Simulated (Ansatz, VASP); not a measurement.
## Mg3ZnTeSe3 in two plane-wave programs

One calculation is typed for both programs; each brings its own data sets. How far apart do they land? The cell is generated by rule, not measured, and may not be a known phase. The cell is taken from a series of runs on this material, whose earlier steps may have relaxed, scaled, displaced or heated it; both programs get it as it stands.

Program: Ansatz 0.2.0. Level of theory: plane waves, with VASP 6.6.1 beside it; zone-centre phonons at PBEsol. Results are calculated unless marked as measured.

The structure was built from a prototype and need not be the compound's stable phase.

**1. The structure**

It takes space group Pmm2 (No. 25, orthorhombic). The conventional cell has a = 4.206 Å, b = 4.246 Å, c = 11.965 Å, α = 90.00°, β = 90.00°, γ = 90.00°. Nearest to Mg lie 2 Se at 2.58 Å and 2 Te at 2.75 Å. Mg has 4 Se at 2.57 to 2.58 Å nearest. Mg has 4 Se at 2.57 Å nearest. Se has 4 Mg at 2.58 Å nearest. Nearest to Se lie 4 Mg at 2.57 Å. Nearest to Se lie 2 Zn at 2.49 Å and 2 Mg at 2.57 Å. Farther neighbours and most contacts between anions are not listed.

As a file:

```xyz
8
Lattice="3.0021 3.0021 0.0000 -2.9742 2.9742 0.0000 0.0000 0.0000 11.9655" Properties=species:S:1:pos:R:3 pbc="T T T"
Mg    0.0140    2.9882    3.1105
Mg    0.0000    0.0000    6.0626
Mg    0.0140    2.9882    8.9996
Se   -1.4871    1.4871    4.5722
Se    1.5011    1.5011    7.5152
Se   -1.4871    1.4871   10.4545
Te    1.5011    1.5011    1.3418
Zn    0.0000    0.0000   11.7884
```

**2. VASP: zone-centre phonons, PBEsol**

Second derivatives magnify differences that forces hide, and they need a tight electronic threshold.

Lines of VASP's logs that name or quote its potential files are left out, and so is its time.

INCAR reads:

```
SYSTEM = Mg3ZnTeSe3
PREC = Accurate
ENCUT = 600
EDIFF = 1E-08
NELM = 120
ISMEAR = 0
SIGMA = 0.01
LREAL = .FALSE.
ALGO = Normal
GGA = PS
NBANDS = 29
LORBIT = 11
LWAVE = .FALSE.
LCHARG = .FALSE.
ISIF = 2
IBRION = 8
LASPH = .TRUE.
GGA_COMPAT = .FALSE.
EFERMI = MIDGAP
KPAR = 2
```

POSCAR reads:

```
Mg3ZnTeSe3
1.0
    3.0021244931      3.0021244931      0.0000000000
   -2.9742209563      2.9742209563      0.0000000000
    0.0000000000      0.0000000000     11.9654957408
Mg Se Te Zn
3 3 1 1
Direct
    0.5000000000      0.5000000000      0.2599557202
    0.0000000000      0.0000000000      0.5066750711
    0.5000000000      0.5000000000      0.7521284137
    0.0000000000      0.5000000000      0.3821112208
    0.5000000000      0.0000000000      0.6280694334
    0.0000000000      0.5000000000      0.8737201864
    0.5000000000      0.0000000000      0.1121368966
    0.0000000000      0.0000000000      0.9852030577
```

KPOINTS reads:

```
Automatic mesh
0
Gamma
8 8 2
0 0 0
```

The projector-augmented-wave data sets are Mg, Se, Te and Zn (PBE family, release 64).

Launch:

```
$ mpirun -np 2 vasp_std
```

Numbers of over 12 decimals in the logs are rounded to 6 here.

The program printed:

```text
[banner, memory and clock lines left out]
running    2 mpi-ranks, on    1 nodes
 distrk:  each k-point on    1 cores,    2 groups
 distr:  one band on    1 cores,    1 groups

 POSCAR found type information on POSCAR MgSeTeZn
 POSCAR found :  4 types and       8 ions
|                                                                             |
|               ----> ADVICE to this user running VASP <----                  |
|                                                                             |
|     You enforced a specific xc type in the INCAR file but a different       |
|     [... a line on the potential file left out ...]
|     I HOPE YOU KNOW WHAT YOU ARE DOING!                                     |
|                                                                             |

 LDA part: xc-table for (Slater+PW92), standard interpolation
 POSCAR, INCAR and KPOINTS ok, starting setup
 FFT: planning ... GRIDC
 FFT: planning ... GRID_SOFT
 FFT: planning ... GRID
 WAVECAR not read
 entering main loop
       N       E                     dE             d eps       ncg     rms          rms(c)
DAV:   1     0.247523829515E+03    0.24752E+03   -0.17632E+04  2900   0.142E+03
DAV:   2    -0.218193274412E+01   -0.24971E+03   -0.23783E+03  3331   0.263E+02
DAV:   3    -0.302466585982E+02   -0.28065E+02   -0.27904E+02  3416   0.895E+01
DAV:   4    -0.309588013180E+02   -0.71214E+00   -0.71111E+00  3643   0.155E+01
DAV:   5    -0.309677555750E+02   -0.89543E-02   -0.89533E-02  3884   0.169E+00    0.674E+00
DAV:   6    -0.297699733559E+02    0.11978E+01   -0.24161E+00  4129   0.279E+01    0.492E+00
DAV:   7    -0.296585090814E+02    0.11146E+00   -0.13313E+00  3261   0.540E+00    0.213E+00
DAV:   8    -0.296588674063E+02   -0.35832E-03   -0.22626E-02  3426   0.109E+00    0.694E-01
DAV:   9    -0.296599122270E+02   -0.10448E-02   -0.76021E-03  3834   0.797E-01    0.158E-01
DAV:  10    -0.296600992835E+02   -0.18706E-03   -0.66668E-04  3534   0.319E-01    0.901E-02
DAV:  11    -0.296603090155E+02   -0.20973E-03   -0.31264E-04  3273   0.106E-01    0.382E-02
DAV:  12    -0.296603482159E+02   -0.39200E-04   -0.32928E-05  3432   0.397E-02    0.136E-02
DAV:  13    -0.296603539968E+02   -0.57809E-05   -0.11486E-05  3390   0.175E-02    0.587E-03
DAV:  14    -0.296603548254E+02   -0.82861E-06   -0.30988E-06  3541   0.124E-02    0.273E-03
DAV:  15    -0.296603548964E+02   -0.71011E-07   -0.21258E-07  3410   0.467E-03    0.131E-03
DAV:  16    -0.296603549412E+02   -0.44813E-07   -0.19017E-07  3379   0.249E-03    0.684E-04
DAV:  17    -0.296603549716E+02   -0.30429E-07   -0.33042E-08  3261   0.108E-03    0.313E-04
DAV:  18    -0.296603549716E+02    0.67757E-10   -0.59017E-09  1845   0.516E-04
   1 F= -.29660355E+02 E0= -.29660355E+02  d E =0.000000E+00
 Linear response reoptimize wavefunctions to high precision
DAV:   1    -0.296603549670E+02    0.46111E-08   -0.49379E-09  2605   0.299E-04
DAV:   2    -0.296603549670E+02   -0.94587E-10   -0.30472E-10  1785   0.112E-04
 Linear response DOF=          16
 Linear response progress:
  Degree of freedom:   1/ 16
       N       E                     dE             d eps       ncg     rms          rms(c)
RMM:   1    -0.254830288036E-02   -0.25483E-02   -0.42249E-04  7462   0.263E-01
RMM:   2    -0.223497067707E-02    0.31333E-03   -0.28532E-04  6572   0.672E-02    0.424E-02
RMM:   3    -0.219697136378E-02    0.37999E-04   -0.21757E-05  6786   0.185E-02    0.258E-02
RMM:   4    -0.216645524747E-02    0.30516E-04   -0.22827E-05  6588   0.179E-02    0.320E-03
RMM:   5    -0.215844187823E-02    0.80134E-05   -0.12187E-06  7061   0.392E-03    0.129E-03
RMM:   6    -0.215440251021E-02    0.40394E-05   -0.22603E-07  6922   0.177E-03    0.430E-04
RMM:   7    -0.215361336945E-02    0.78914E-06   -0.26551E-08  7089   0.572E-04    0.139E-04
RMM:   8    -0.215339664506E-02    0.21672E-06   -0.16511E-09  7229   0.148E-04    0.460E-05
RMM:   9    -0.215342309602E-02   -0.26451E-07   -0.11535E-09  7207   0.559E-05    0.139E-05
RMM:  10    -0.215342709070E-02   -0.39947E-08   -0.80672E-10  7166   0.167E-05    0.760E-06
 first order change of Fermi-energy  -0.30718E-04
 force on displaced ion       1 direction 1 :  -4.587  -0.035  -0.000
 Linear response progress:
  Degree of freedom:   2/ 16
       N       E                     dE             d eps       ncg     rms          rms(c)
RMM:   1    -0.450594652543E-02   -0.45059E-02   -0.42329E-03  6621   0.276E-01
RMM:   2    -0.348147638086E-02    0.10245E-02   -0.52404E-04  4814   0.861E-02    0.435E-02
RMM:   3    -0.332066576149E-02    0.16081E-03   -0.82641E-05  4991   0.284E-02    0.269E-02
RMM:   4    -0.319190031161E-02    0.12877E-03   -0.11737E-04  5228   0.322E-02    0.113E-02
RMM:   5    -0.317742453850E-02    0.14476E-04   -0.11287E-05  5221   0.129E-02    0.469E-03
[...]
RMM:  14    -0.883540211229E-01    0.38564E-07    0.27576E-08  6139   0.167E-05    0.182E-06
RMM:  15    -0.883540177162E-01    0.34067E-08    0.28946E-08  4821   0.151E-05    0.117E-07
 first order change of Fermi-energy  -0.77516E-04
 force on displaced ion       5 direction 1 :  -5.679  -0.059  -0.001
 Linear response progress:
  Degree of freedom:  10/ 16
       N       E                     dE             d eps       ncg     rms          rms(c)
RMM:   1    -0.104626946907E+00   -0.10463E+00    0.11598E-01  5865   0.984E-01
[...]
Degree of freedom:  12/ 16
       N       E                     dE             d eps       ncg     rms          rms(c)
RMM:   1    -0.104510762480E+00   -0.10451E+00    0.10930E-01  6166   0.121E+00
RMM:   2    -0.102622011824E+00    0.18888E-02   -0.32679E-03  4751   0.300E-01    0.969E-02
RMM:   3    -0.102713733240E+00   -0.91721E-04   -0.26495E-04  5057   0.776E-02    0.543E-02
RMM:   4    -0.102889797619E+00   -0.17606E-03   -0.21627E-04  5256   0.423E-02    0.135E-02
RMM:   5    -0.102816829450E+00    0.72968E-04   -0.11577E-05  5017   0.140E-02    0.691E-03
RMM:   6    -0.102800110683E+00    0.16719E-04   -0.19826E-06  5152   0.652E-03    0.214E-03
RMM:   7    -0.102804945578E+00   -0.48349E-05   -0.43236E-07  5295   0.214E-03    0.986E-04
RMM:   8    -0.102803527533E+00    0.14180E-05   -0.63628E-08  5371   0.897E-04    0.343E-04
RMM:   9    -0.102802157346E+00    0.13702E-05   -0.29908E-09  5312   0.367E-04    0.106E-04
RMM:  10    -0.102802039963E+00    0.11738E-06    0.19797E-08  5238   0.166E-04    0.392E-05
RMM:  11    -0.102801944215E+00    0.95749E-07    0.28388E-08  5103   0.711E-05    0.124E-05
RMM:  12    -0.102801873514E+00    0.70701E-07    0.39969E-09  5397   0.357E-05    0.457E-06
RMM:  13    -0.102801880751E+00   -0.72367E-08    0.23132E-09  5263   0.221E-05    0.268E-06
 first order change of Fermi-energy   0.41329E+00
 force on displaced ion       6 direction 3 :   0.000  -0.000  -7.174
 Linear response progress:
  Degree of freedom:  13/ 16
       N       E                     dE             d eps       ncg     rms          rms(c)
RMM:   1    -0.494504880569E-01   -0.49450E-01    0.59227E-02  9151   0.770E-01
RMM:   2    -0.493797373040E-01    0.70751E-04   -0.17199E-03  6542   0.219E-01    0.752E-02
RMM:   3    -0.495355541270E-01   -0.15582E-03   -0.13282E-04  7028   0.552E-02    0.476E-02
RMM:   4    -0.497741606006E-01   -0.23861E-03   -0.53409E-05  6984   0.284E-02    0.571E-03
RMM:   5    -0.497843770798E-01   -0.10216E-04   -0.18103E-06  7166   0.735E-03    0.364E-03
RMM:   6    -0.497790025112E-01    0.53746E-05   -0.30877E-07  7100   0.279E-03    0.791E-04
RMM:   7    -0.497770445102E-01    0.19580E-05   -0.30979E-08  7351   0.761E-04    0.462E-04
RMM:   8    -0.497781845439E-01   -0.11400E-05   -0.11341E-08  7164   0.410E-04    0.119E-04
RMM:   9    -0.497776860313E-01    0.49851E-06    0.14534E-09  7401   0.155E-04    0.939E-05
RMM:  10    -0.497776940851E-01   -0.80538E-08   -0.17189E-09  7338   0.662E-05    0.136E-05
 first order change of Fermi-energy  -0.17394E-03
 force on displaced ion       7 direction 1 :  -5.833  -0.471   0.000
 Linear response progress:
  Degree of freedom:  14/ 16
       N       E                     dE             d eps       ncg     rms          rms(c)
RMM:   1    -0.663637050338E-01   -0.66364E-01    0.69578E-02  6301   0.773E-01
RMM:   2    -0.662001427855E-01    0.16356E-03   -0.18750E-03  4846   0.213E-01    0.975E-02
RMM:   3    -0.662129989791E-01   -0.12856E-04   -0.27419E-04  5081   0.625E-02    0.559E-02
RMM:   4    -0.663170055619E-01   -0.10401E-03   -0.15586E-04  5079   0.370E-02    0.138E-02
RMM:   5    -0.662776395381E-01    0.39366E-04   -0.59137E-06  5231   0.100E-02    0.856E-03
RMM:   6    -0.662479434526E-01    0.29696E-04   -0.20090E-06  5098   0.586E-03    0.164E-03
RMM:   7    -0.662462431593E-01    0.17003E-05   -0.11457E-07  5167   0.179E-03    0.866E-04
RMM:   8    -0.662426648007E-01    0.35784E-05   -0.38325E-08  5368   0.815E-04    0.363E-04
RMM:   9    -0.662414263789E-01    0.12384E-05   -0.15371E-08  5293   0.294E-04    0.146E-04
RMM:  10    -0.662413587632E-01    0.67616E-07   -0.19932E-08  5146   0.136E-04    0.294E-05
RMM:  11    -0.662412713972E-01    0.87366E-07   -0.84726E-09  5364   0.563E-05    0.204E-05
RMM:  12    -0.662412279797E-01    0.43418E-07   -0.59801E-09  5090   0.293E-05    0.343E-06
RMM:  13    -0.662412278198E-01    0.15989E-09   -0.25728E-08  5123   0.167E-05    0.230E-06
 first order change of Fermi-energy  -0.75242E+00
 force on displaced ion       7 direction 3 :   0.000  -0.000  -8.011
 Linear response progress:
  Degree of freedom:  15/ 16
       N       E                     dE             d eps       ncg     rms          rms(c)
RMM:   1    -0.213075535033E+00   -0.21308E+00   -0.14695E-02  6057   0.135E+00
RMM:   2    -0.211540326122E+00    0.15352E-02   -0.24229E-03  5998   0.231E-01    0.939E-02
RMM:   3    -0.211336787579E+00    0.20354E-03   -0.60046E-05  6896   0.369E-02    0.540E-02
RMM:   4    -0.211080507024E+00    0.25628E-03   -0.10525E-05  7137   0.166E-02    0.526E-03
RMM:   5    -0.211059682213E+00    0.20825E-04   -0.45397E-07  7378   0.303E-03    0.140E-03
RMM:   6    -0.211060943976E+00   -0.12618E-05   -0.11798E-07  7186   0.143E-03    0.290E-04
RMM:   7    -0.211061035574E+00   -0.91597E-07   -0.15164E-08  7377   0.314E-04    0.120E-04
RMM:   8    -0.211060231801E+00    0.80377E-06   -0.56652E-09  7182   0.191E-04    0.352E-05
RMM:   9    -0.211060183129E+00    0.48672E-07   -0.20070E-09  7455   0.647E-05    0.266E-05
RMM:  10    -0.211060256162E+00   -0.73033E-07   -0.21990E-09  7396   0.342E-05    0.867E-06
RMM:  11    -0.211060250597E+00    0.55657E-08   -0.22214E-09  7243   0.187E-05    0.663E-06
 first order change of Fermi-energy  -0.53800E-04
 force on displaced ion       8 direction 1 :  -4.607  -0.677   0.000
 Linear response progress:
  Degree of freedom:  16/ 16
       N       E                     dE             d eps       ncg     rms          rms(c)
RMM:   1    -0.217419446800E+00   -0.21742E+00   -0.12138E-02  4416   0.131E+00
RMM:   2    -0.216259621743E+00    0.11598E-02   -0.18375E-03  4416   0.200E-01    0.867E-02
RMM:   3    -0.215822983473E+00    0.43664E-03   -0.17971E-04  5014   0.494E-02    0.499E-02
RMM:   4    -0.215440656171E+00    0.38233E-03   -0.16462E-04  5264   0.403E-02    0.154E-02
RMM:   5    -0.215374789964E+00    0.65866E-04   -0.12514E-05  5279   0.143E-02    0.452E-03
RMM:   6    -0.215378883451E+00   -0.40935E-05   -0.99639E-07  5165   0.404E-03    0.241E-03
RMM:   7    -0.215388648810E+00   -0.97654E-05   -0.18424E-07  5260   0.220E-03    0.575E-04
RMM:   8    -0.215388865840E+00   -0.21703E-06   -0.22806E-09  5395   0.416E-04    0.314E-04
RMM:   9    -0.215389352854E+00   -0.48701E-06   -0.10933E-08  5014   0.413E-04    0.613E-05
RMM:  10    -0.215389356220E+00   -0.33655E-08    0.52042E-09  5388   0.110E-04    0.278E-05
 first order change of Fermi-energy  -0.37653E+00
 force on displaced ion       8 direction 3 :   0.000  -0.000  -7.152
 Linear response finished
```

(Continued in part 2 of 3.)

[Lines on the potential files, build, host, timing and source positions are cut from VASP's logs without a mark.]

[Logs are printed without paths, hosts, clocks, repeated set-up lines and the standing remarks that a program may print on its own settings, such as how far it seeks lower states.]

[Hosts, paths, dates, database ids (printed as entryN), source tags and the programs' standing remarks are cut or masked in the printed files.]
